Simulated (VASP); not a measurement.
Given:

```
HfN
1.0
    0.00000     2.30520     2.30520
    2.30520     0.00000     2.30520
    2.30520     2.30520     0.00000
Hf N
1 1
Direct
  0.00000   0.00000   0.00000
  0.50000   0.50000   0.50000
```

These are PBE GGA, VASP's PBE PAW potentials (set 64) (plane waves; VASP 6.6.1) values and carry that method's errors. Settings: 520 eV cut-off, 12×12×12 Γ-centred mesh, second-order Methfessel-Paxton smearing of 0.50 eV, potentials Hf_pv N.

Problem. Give the stress tensor in GPa (positive for a compressed cell).

Solution. 
```
-12.17    0.00    0.00
  0.00  -12.17    0.00
  0.00    0.00  -12.17
```
The pressure is its mean diagonal, -12.17 GPa.

The compound is HfN in the rock salt structure. The cell was not relaxed at this level. The run is one of a series of settings (ISMEAR = 2, SIGMA = 0.5 against the base run), some of them coarse on purpose. The electron count is odd and the run is not spin-polarised, which forces a metal.
